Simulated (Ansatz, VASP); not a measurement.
# Ga2O3 (Ga2O3 (C2/m)): VASP beside Ansatz

One calculation is typed for both programs; each brings its own data sets. How far apart do they land? The cell is taken from a series of runs on this material, whose earlier steps may have relaxed, scaled, displaced or heated it; both programs get it as it stands.

Calculated with Ansatz 0.2.0; plane waves, with VASP 6.6.1 beside it; single point at HSE06.

## 1. The starting structure

The cell holds 60 atoms: 24 Ga and 36 O. Cell: a = 12.253 Å, b = 9.117 Å, c = 5.808 Å, α = 90.0°, β = 103.8°, γ = 90.0°.

## 2. Ansatz: single point, HSE06

Ansatz runs on its PAW soft_1 files.

With cell and atoms fixed, the geometry can't cause a difference; cores, projectors, grids and the points listed under the comparison can.

File input.yaml:

```yaml
crystal:
  lattice:
    - [12.25319083, 0.0, -0.00523009]
    - [0.0, 9.11688288, 0.0]
    - [-1.38346229, 0.0, 5.64095242]
  atoms:
    - { symbol: Ga, position: [0.3414905830476, -2.420558382717e-37, 0.6852403536406] }
    - { symbol: Ga, position: [0.8414905830476, 0.1666666666667, 0.6852403536406] }
    - { symbol: Ga, position: [0.1585094169524, 0.1666666666667, 0.3147596463594] }
    - { symbol: Ga, position: [0.6585094169524, 3.278756354772e-36, 0.3147596463594] }
    - { symbol: Ga, position: [0.409466908695, 0.1666666666667, 0.2051453507924] }
    - { symbol: Ga, position: [0.909466908695, -2.002461934794e-36, 0.2051453507924] }
    - { symbol: Ga, position: [0.09053309130505, -6.403477176098e-36, 0.7948546492076] }
    - { symbol: Ga, position: [0.590533091305, 0.1666666666667, 0.7948546492076] }
    - { symbol: O, position: [0.003917632246948, 0.1666666666667, 0.7435584248464] }
    - { symbol: O, position: [0.5039176322469, 6.381472099891e-37, 0.7435584248464] }
    - { symbol: O, position: [0.4960823677531, 3.718857878902e-36, 0.2564415751536] }
    - { symbol: O, position: [0.9960823677531, 0.1666666666667, 0.2564415751536] }
    - { symbol: O, position: [0.3264485375672, 0.1666666666667, 0.4359414147362] }
    - { symbol: O, position: [0.8264485375672, 6.381472099891e-37, 0.4359414147362] }
    - { symbol: O, position: [0.1735514624328, -6.821573624022e-37, 0.5640585852638] }
    - { symbol: O, position: [0.6735514624328, 0.1666666666667, 0.5640585852638] }
    - { symbol: O, position: [0.1634894567714, 6.799568547815e-36, 0.1093579404469] }
    - { symbol: O, position: [0.6634894567714, 0.1666666666667, 0.1093579404469] }
    - { symbol: O, position: [0.3365105432286, 0.1666666666667, 0.8906420595531] }
    - { symbol: O, position: [0.8365105432286, 6.381472099891e-37, 0.8906420595531] }
    - { symbol: Ga, position: [0.3414905830476, 0.3333333333333, 0.6852403536406] }
    - { symbol: Ga, position: [0.8414905830476, 0.5, 0.6852403536406] }
    - { symbol: Ga, position: [0.1585094169524, 0.5, 0.3147596463594] }
    - { symbol: Ga, position: [0.6585094169524, 0.3333333333333, 0.3147596463594] }
    - { symbol: Ga, position: [0.409466908695, 0.5, 0.2051453507924] }
    - { symbol: Ga, position: [0.909466908695, 0.3333333333333, 0.2051453507924] }
    - { symbol: Ga, position: [0.09053309130505, 0.3333333333333, 0.7948546492076] }
    - { symbol: Ga, position: [0.590533091305, 0.5, 0.7948546492076] }
    - { symbol: O, position: [0.003917632246948, 0.5, 0.7435584248464] }
    - { symbol: O, position: [0.5039176322469, 0.3333333333333, 0.7435584248464] }
    - { symbol: O, position: [0.4960823677531, 0.3333333333333, 0.2564415751536] }
    - { symbol: O, position: [0.9960823677531, 0.5, 0.2564415751536] }
    - { symbol: O, position: [0.3264485375672, 0.5, 0.4359414147362] }
    - { symbol: O, position: [0.8264485375672, 0.3333333333333, 0.4359414147362] }
    - { symbol: O, position: [0.1735514624328, 0.3333333333333, 0.5640585852638] }
    - { symbol: O, position: [0.6735514624328, 0.5, 0.5640585852638] }
    - { symbol: O, position: [0.1634894567714, 0.3333333333333, 0.1093579404469] }
    - { symbol: O, position: [0.6634894567714, 0.5, 0.1093579404469] }
    - { symbol: O, position: [0.3365105432286, 0.5, 0.8906420595531] }
    - { symbol: O, position: [0.8365105432286, 0.3333333333333, 0.8906420595531] }
    - { symbol: Ga, position: [0.3414905830476, 0.6666666666667, 0.6852403536406] }
    - { symbol: Ga, position: [0.8414905830476, 0.8333333333333, 0.6852403536406] }
    - { symbol: Ga, position: [0.1585094169524, 0.8333333333333, 0.3147596463594] }
    - { symbol: Ga, position: [0.6585094169524, 0.6666666666667, 0.3147596463594] }
    - { symbol: Ga, position: [0.409466908695, 0.8333333333333, 0.2051453507924] }
    - { symbol: Ga, position: [0.909466908695, 0.6666666666667, 0.2051453507924] }
    - { symbol: Ga, position: [0.09053309130505, 0.6666666666667, 0.7948546492076] }
    - { symbol: Ga, position: [0.590533091305, 0.8333333333333, 0.7948546492076] }
    - { symbol: O, position: [0.003917632246948, 0.8333333333333, 0.7435584248464] }
    - { symbol: O, position: [0.5039176322469, 0.6666666666667, 0.7435584248464] }
    - { symbol: O, position: [0.4960823677531, 0.6666666666667, 0.2564415751536] }
    - { symbol: O, position: [0.9960823677531, 0.8333333333333, 0.2564415751536] }
    - { symbol: O, position: [0.3264485375672, 0.8333333333333, 0.4359414147362] }
    - { symbol: O, position: [0.8264485375672, 0.6666666666667, 0.4359414147362] }
    - { symbol: O, position: [0.1735514624328, 0.6666666666667, 0.5640585852638] }
    - { symbol: O, position: [0.6735514624328, 0.8333333333333, 0.5640585852638] }
    - { symbol: O, position: [0.1634894567714, 0.6666666666667, 0.1093579404469] }
    - { symbol: O, position: [0.6634894567714, 0.8333333333333, 0.1093579404469] }
    - { symbol: O, position: [0.3365105432286, 0.8333333333333, 0.8906420595531] }
    - { symbol: O, position: [0.8365105432286, 0.6666666666667, 0.8906420595531] }
basis:
  ecutwfc: 420.0
  ecutrho_ratio: 4
  xc_grid: 2
  fft_grid_basis: typed
  precision: f64
kpoints:
  mp_grid: { grid: [1, 1, 2] }
hamiltonian:
  xc: hse06
  pseudopotentials:
    kind: paw
    azcp: { folder: soft_1, O: "soft_1/O.paw.azcp", Ga: "soft_1/Ga.paw.azcp" }
scf:
  max_iter: 60
  occupations: { method: fixed }
output:
  forces: true
checkpoint:
  write: "../host.hyb.run"
  compress: false
  write_wavefunctions: true
  write_every: 100000
```

Command:

```console
> ansatz run input.yaml --threads 32 --pin off --max-ram 84787MiB --backend cuda --events-out ev --progress --plain --runs-dir out --max-vram 78GiB
```

Numbers of over 12 decimals in the logs are rounded to 6 here.

The program printed:

```text
exact exchange: scf.exx.singularity resolves to wigner_seitz, which cuts the screened interaction at the faces of the exchange supercell's Wigner-Seitz cell, so that each pair interacts once, at the shortest of its separations (the periodic images that this leaves out come, for a point-like exchange hole, to about 0.006 eV on a filled level). The cut falls within the interaction's reach, and what an exchange supercel
Engine: ansatz 0.2.0, aarch64-unknown-linux-gnu
Pseudopotentials: kind: paw
Pseudopotential: Ga, paw, valence charge 13, recommended cutoff 420 eV (normal), soft_1/Ga.paw.azcp
Pseudopotential: O, paw, valence charge 6, recommended cutoff 420 eV (normal), soft_1/O.paw.azcp
Functional definition: HSE06
  parameter a = 0.25
  parameter omega = 0.11/bohr
  exchange = pbe_x - a*pbe_x_sr(omega) + a*exact_x_sr(omega)
  correlation = pbe_c
davidson cushion auto → on  (no smearing: the cushion is to keep the highest requested band from converging to the state above it; pin scf.eigensolver.cushion to override)
device memory: the entry about to start is reckoned to put 5.4 GiB on a device that reports 170.6 GiB free (of which the cap on the GPU budget leaves the run 78.0 GiB)
GPU FFT provider: cuFFT
GPU libraries: cuBLAS 13.8.1, cuFFT 12.4.0, cuSOLVER 12.3.2
Crystal: 60 atoms, lattice volume = 630.090 Å³
Basis set: ecut = 420 eV, 12345 PW (Γ), exchange–correlation on 180×128×80 points (8 copies of the dense FFT grid, shifted against one another)
Bands: 324, of which v1, the nominal top of the filled ones, is band 264 counted from 1 (263 counted from 0)
Symmetry: 24 space group operations
Space group: C2/m (ITA 12), of the structure as read, at distance tolerance 8.6e-5 Å
k-points: 2
Non-local potential: Ga, projectors of the file, l = 0: 2, l = 1: 2, l = 2: 3, l = 3: 1
Non-local potential: O, projectors of the file, l = 0: 2, l = 1: 2, l = 2: 1
PAW form: soft (Blöchl's): semilocal exchange-correlation on the pseudo side does not see the compensation charge
PAW frozen core: Ga, regenerated for the run's functional, and the local potential with it (the file was generated under x = pbe(κ = 0.804, μ = 0.219515), c = pbe(β = 0.066725))
PAW frozen core: O, regenerated for the run's functional, and the local potential with it (the file was generated under x = pbe(κ = 0.804, μ = 0.219515), c = pbe(β = 0.066725))
PAW one-centre angular grid: Ga, 590 points (default); XC on 64 Gauss nodes
PAW one-centre angular grid: O, 110 points (default); XC on 96 Gauss nodes
Initial density: superposition of atomic densities (chi_scale 0.1, normalization cell, long waves kept (reshape's long-wave potential 0.03 eV rms))
Initial wavefunctions: pseudopotential atomic-orbital guess
GPU buffer pool allocated for 230400 grid points (all kernels)
GPU transforms: local potential and band sums: pruned to the plane-wave sphere, on 81×64×40
Functional: x = pbe(κ = 0.804, μ = 0.219515), c = pbe(β = 0.066725), warm-up for x = pbe(κ = 0.804, μ = 0.219515) + 0.25 (exact − pbe) at short range (hse, ω = 0.207870 Å⁻¹), c = pbe(β = 0.066725); HSE06 as pw.x's `hse` composes it (authors' and Libxc's form: `xc: wpbeh`)
SCF iter   1: F=—  HF=-111253.926848 eV  |Δ(HF+E_count)|=         —  Δρ=1.25e-1  dr2=4.80e1  Hψ=1941
preconditioner: auto → none  [insulator: Δε(μ)=2.904 eV  Ē_g=18.890 eV  n_scr=202 (ndim 8)  ℏωp=34.0 eV  f_vac=0.000]
SCF iter   2: F=—  HF=-111241.101465 eV  |Δ(HF+E_count)|=    1.28e1  Δρ=4.59e-2  dr2=5.05e0  Hψ=1797
SCF iter   3: F=—  HF=-111239.890747 eV  |Δ(HF+E_count)|=    1.21e0  Δρ=1.91e-2  dr2=1.52e0  Hψ=1840
SCF iter   4: F=—  HF=-111239.696376 eV  |Δ(HF+E_count)|=   1.94e-1  Δρ=9.21e-3  dr2=4.37e-1  Hψ=1710
iter 5 solved again at ethr=2.19e-6 eV; its pass at ethr=8.28e-5 eV (dr2=1.16e-2 eV) is discarded
SCF iter   5: F=—  HF=-111239.589408 eV  |Δ(HF+E_count)|=   1.07e-1  Δρ=2.04e-3  dr2=1.25e-2  Hψ=3648
SCF iter   6: F=—  HF=-111239.595713 eV  |Δ(HF+E_count)|=   6.31e-3  Δρ=9.14e-4  dr2=3.60e-3  Hψ=1649
SCF iter   7: F=-111239.597706 eV  HF=-111239.597722 eV  |Δ(HF+E_count)|=   2.01e-3  Δρ=1.18e-4  dr2=5.26e-5  Hψ=1771
SCF 1 stopped early in 7 iterations: F = -111239.597706 eV  dr2 = 5.26e-5
  greatest PAW one-centre occupation: 0.998 electrons in one spin orbital (limit 2), on the Ga atom at site 41 (counted from 0), in its partial waves of l = 2
device memory: the entry about to start is reckoned to put 7.2 GiB (of the 7.8 GiB reckoned in all, the device holds 0.6 GiB already) on a device that reports 169.7 GiB free (of which the cap on the GPU budget leaves the run 77.4 GiB)
GPU FFT provider: cuFFT
GPU libraries: cuBLAS 13.8.1, cuFFT 12.4.0, cuSOLVER 12.3.2
Initial density: handed on by an earlier stage of this run
Initial wavefunctions: those handed on with the density
GPU buffer pool allocated for 230400 grid points (all kernels)
GPU transforms: local potential and band sums: pruned to the plane-wave sphere, on 81×64×40
Functional: x = pbe(κ = 0.804, μ = 0.219515) + 0.25 (exact − pbe) at short range (hse, ω = 0.207870 Å⁻¹), c = pbe(β = 0.066725); HSE06 as pw.x's `hse` composes it (authors' and Libxc's form: `xc: wpbeh`)
Exchange kernel: α = 0.2500, screened, ω = 0.2079 Å⁻¹, Wigner–Seitz truncation, v(0) = 932.8113 eV·Å³, q-mesh 1×1×2, nearest image of the exchange supercell L = 9.12 Å, pair-density grid 64×48×32, without the augmentation charges, whose exchange is taken in its separable form by FFT convolution over the k-point mesh (sized by the pseudopotential files, 80×64×40 at the most), smooth part of the exact exchange by densi
Frozen-core exchange: fock
SCF iter   1: F=—  HF=-111248.119427 eV  |Δ(HF+E_count)|=         —  Δρ=1.81e-2  dr2=8.58e-1  Hψ=4327
preconditioner: auto → none  [insulator: Δε(μ)=4.186 eV  Ē_g=21.001 eV  n_scr=202 (ndim 8)  ℏωp=34.0 eV  f_vac=0.016]
SCF iter   2: F=—  HF=-111247.769885 eV  |Δ(HF+E_count)|=   3.50e-1  Δρ=3.48e-3  dr2=8.62e-2  Hψ=3097
SCF iter   3: F=—  HF=-111248.024569 eV  |Δ(HF+E_count)|=   2.55e-1  Δρ=2.94e-3  dr2=2.62e-2  Hψ=3202
SCF iter   4: F=—  HF=-111248.015801 eV  |Δ(HF+E_count)|=   8.77e-3  Δρ=4.36e-4  dr2=1.15e-3  Hψ=2578
SCF iter   5: F=—  HF=-111248.018961 eV  |Δ(HF+E_count)|=   3.16e-3  Δρ=3.55e-4  dr2=5.97e-4  Hψ=2144
SCF iter   6: F=—  HF=-111248.018915 eV  |Δ(HF+E_count)|=   4.65e-5  Δρ=1.52e-4  dr2=1.26e-4  Hψ=1758
SCF iter   7: F=-111248.018889 eV  HF=-111248.018893 eV  |Δ(HF+E_count)|=   2.21e-5  Δρ=5.53e-5  dr2=2.92e-5  Hψ=1637
SCF 2 stopped early in 7 iterations: F = -111248.018889 eV  dr2 = 2.92e-5
  Residual-converged pass: ⟨swp⟩=4.0  Hψ=1985  notcnv=0  max |occ|·‖R‖ = 6.3e-6 eV (tolerance 6.7e-6 eV)  dr2=2.96e-5  dr2_onsite=6.67e-6  max |Δocc| = 0.0e0
  greatest PAW one-centre occupation: 0.997 electrons in one spin orbital (limit 2), on the Ga atom at site 43 (counted from 0), in its partial waves of l = 2
hybrid outer 1: dexx = +2.849e-1 eV, tail = 1.42e-3 eV
GPU FFT provider: cuFFT
GPU libraries: cuBLAS 13.8.1, cuFFT 12.4.0, cuSOLVER 12.3.2
GPU buffer pool allocated for 230400 grid points (all kernels)
GPU transforms: local potential and band sums: pruned to the plane-wave sphere, on 81×64×40
Exchange kernel: α = 0.2500, screened, ω = 0.2079 Å⁻¹, Wigner–Seitz truncation, v(0) = 932.8113 eV·Å³, q-mesh 1×1×2, nearest image of the exchange supercell L = 9.12 Å, pair-density grid 64×48×32, without the augmentation charges, whose exchange is taken in its separable form by FFT convolution over the k-point mesh (sized by the pseudopotential files, 80×64×40 at the most), smooth part of the exact exchange by densi
Frozen-core exchange: fock
SCF iter   1: F=—  HF=-111248.009292 eV  |Δ(HF+E_count)|=         —  Δρ=7.06e-5  dr2=2.62e-5  Hψ=1565
preconditioner: auto → none  [insulator: Δε(μ)=4.217 eV  Ē_g=20.894 eV  n_scr=202 (ndim 8)  ℏωp=34.0 eV  f_vac=0.021]
SCF iter   2: F=—  HF=-111248.009348 eV  |Δ(HF+E_count)|=   5.59e-5  Δρ=2.36e-5  dr2=1.87e-6  Hψ=2711
SCF iter   3: F=—  HF=-111248.009350 eV  |Δ(HF+E_count)|=   2.14e-6  Δρ=1.24e-5  dr2=4.69e-7  Hψ=2150
SCF iter   4: F=—  HF=-111248.009350 eV  |Δ(HF+E_count)|=   1.25e-7  Δρ=5.25e-6  dr2=5.47e-8  Hψ=1575
SCF iter   5: F=-111248.009350 eV  HF=-111248.009350 eV  |Δ(HF+E_count)|=   1.69e-7  Δρ=1.95e-6  dr2=1.58e-8  Hψ=2177
SCF 3 converged in 5 iterations: F = -111248.009350 eV  dr2 = 1.58e-8
  Residual-converged pass: ⟨swp⟩=3.0  Hψ=1309  notcnv=0  max |occ|·‖R‖ = 2.3e-6 eV (tolerance 2.4e-6 eV)  dr2=1.58e-8  dr2_onsite=3.85e-9  max |Δocc| = 0.0e0
hybrid outer 2: dexx = +2.187e-5 eV, tail = 7.60e-7 eV, Δε = 3.99e-3 eV (about 1.12e-4 eV left of the loop's levels), ΔF = 4.72e-3 eV/Å (tail 9.00e-4)
hybrid SCF converged: 2 outer / 12 inner (+7 warm-up), last move |dexx| = 2.19e-5 eV, tail = 7.60e-7 eV
Stability not checked: this state was not tested for a lower state beside it, because the functional holds exact exchange (a hybrid, or Hartree-Fock), whose exchange loop this test does not read (fock_operator; see scf.lower_state_search)
Free energy (F): -111248.009342 eV
Frozen-core exchange: fock
Harris-Foulkes:  -111248.009342 eV  (|F-HF|=1.59e-8)
Internal energy: -111248.009342 eV  (E = F + TS)
E sigma→0 (E₀):  -111248.009342 eV
Fermi energy:    6.814435 eV
--- Per-component energies (eV) ---
  E_band       = -1828.554848
  E_kinetic    = 8807.426813
  E_local      = -42099.779218  (includes V_loc(G=0)·N_el)
  E_nonlocal   = -214.147276
  E_hartree    = 24734.277645
  E_xc         = -3262.483942
  E_vxc        = -3663.523379  (∫ρ·V_xc dr)
  E_exx        = -1870.511939  (= α·E_x^exact, valence–valence)
  E_paw        = -52902.411984  (= ΣΔE_a)
  E_vpaw       = -10386.055021  (= ΣTr[D̂ρ^β])
  E_aug_tail   = 0.021556  (compensation charges beyond the density's cutoff)
  E_ewald      = -44442.135249
  E_core_change = 1.734265  (= ΣΔE_core)
  E_smearing   = -0.000000  (= −TS)
  E_closure    = -0.000011  (closes the sum)
  Σ components = -111248.009342   (vs F -111248.009342, Δ=1.46e-11)
--- Forces (eV/Å), atoms counted from 1 ---
  atom   1  Ga    -0.02233240     0.00000000     0.01554689
  atom   2  Ga    -0.02233240     0.00000000     0.01554689
  atom   3  Ga     0.02233240     0.00000000    -0.01554689
  atom   4  Ga     0.02233240    -0.00000000    -0.01554689
  atom   5  Ga     0.01738693     0.00000000    -0.00843915
  atom   6  Ga     0.01738693     0.00000000    -0.00843915
  [... 54 more lines of this table ...]
  max |Σ_I F_I| component: 6.94e-18 eV/Å
--- Band table (eV) ---
  k-point 0: bands = ["-13.5792", "-13.2243", "-13.0514", "-12.8811", "-12.8811", "-12.6127", "-12.6127", "-12.5902", "-12.5902", "-12.4201", "-12.4024", "-12.3910", "-12.2898", "-12.2391", "-12.2391"
  k-point 1: bands = ["-13.3010", "-13.1704", "-12.8226", "-12.7426", "-12.7045", "-12.7045", "-12.5877", "-12.5877", "-12.5583", "-12.4269", "-12.4269", "-12.4118", "-12.4061", "-12.4061", "-12.2718"
  guard bands above this table: 30 of the run's 324 bands. The solve was not asked for them (output.publish_guard_bands: true or output.eigenvalues: true publishes all)
```

Reading the cycles: dr2 is the Hartree energy of the density residual (eV), the measure of convergence; HF is the Harris–Foulkes estimate of the energy, which meets the free energy F at convergence.

[end of part 1 of 2]

[Lines on the potential files, build, host, timing and source positions are cut from VASP's logs without a mark.]

[Logs are printed without paths, hosts, clocks, repeated set-up lines and the standing remarks that a program may print on its own settings, such as how far it seeks lower states.]

[Hosts, paths, dates, database ids (printed as entryN), source tags and the programs' standing remarks are cut or masked in the printed files.]
